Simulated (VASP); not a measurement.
Crystal: HfIn4SiO6.

```
CELL_PARAMETERS angstrom
2.71585 -4.70357 0.00833
2.71585 4.70357 0.00833
-1.87915 0.00000 7.40127
ATOMIC_POSITIONS crystal
Hf 0.78835 0.21165 0.00000
In 0.62175 0.37825 0.50000
In 0.45502 0.54498 0.00000
In 0.28407 0.71593 0.50000
In 0.95814 0.04186 0.50000
Si 0.12168 0.87832 0.00000
O 0.06219 0.11415 0.86666
O 0.88585 0.93781 0.13334
O 0.79490 0.53784 0.86663
O 0.46216 0.20510 0.13337
O 0.15352 0.62879 0.13333
O 0.37121 0.84648 0.86667
```

The cell was built by a generator and needn't be a form met in nature.

| Quantity | Value |
| --- | --- |
| Program | VASP 6.6.1 |
| Task | relaxation of cell and atoms |
| Functional | PBE |
| Dispersion | D3 |
| Potentials or basis | VASP PAW PBE potentials, release 64 (Hf_pv, In_d, Si, O) |
| Cutoff | 600 eV |
| k mesh | 6 × 6 × 4 |
| Occupations | fermi-dirac, width 0.05 eV |
| Spin | no spin polarisation |

At the start: pressure -2.3 GPa; volume 15.77 Å³/atom.

Problem. Where does the relaxation end?

Solution. Over 13 steps the energy falls by 3.2 meV/atom and the volume is 15.32 Å³/atom (-2.8 %); space group C2 (No. 5, to 0.05 Å).

Step by step:
```tsv
step	energy change (eV)	largest force (eV/Å)	pressure (GPa)	volume (Å³)
1	0.0000	0.1463	-2.28	189.24
2	-0.0083	0.3500	1.97	183.15
3	-0.0267	0.1734	-0.04	185.86
4	-0.0332	0.0842	-0.06	185.24
5	-0.0355	0.0737	-0.07	184.50
6	-0.0380	0.0253	0.00	183.97
7	-0.0382	0.0167	0.03	183.79
8	-0.0383	0.0056	-0.01	183.92
9	-0.0383	0.0051	-0.03	183.94
10	-0.0383	0.0052	-0.03	183.93
11	-0.0383	0.0055	-0.04	183.92
12	-0.0383	0.0106	0.06	183.85
13	-0.0383	0.0046	0.01	183.90
```

Final structure:
```
CELL_PARAMETERS angstrom
2.69903 -4.66978 0.00788
2.69903 4.66978 0.00788
-1.86838 0.00000 7.28972
ATOMIC_POSITIONS crystal
Hf 0.78826 0.21174 0.00000
In 0.62126 0.37874 0.50000
In 0.45499 0.54501 0.00000
In 0.28473 0.71527 0.50000
In 0.95799 0.04201 0.50000
Si 0.12165 0.87835 0.00000
O 0.05993 0.11287 0.86431
O 0.88713 0.94007 0.13569
O 0.79459 0.53608 0.86420
O 0.46392 0.20541 0.13580
O 0.15309 0.62870 0.13573
O 0.37130 0.84691 0.86427
```

Caveat: pairwise dispersion overbinds metals, which lowers pressure and volume.
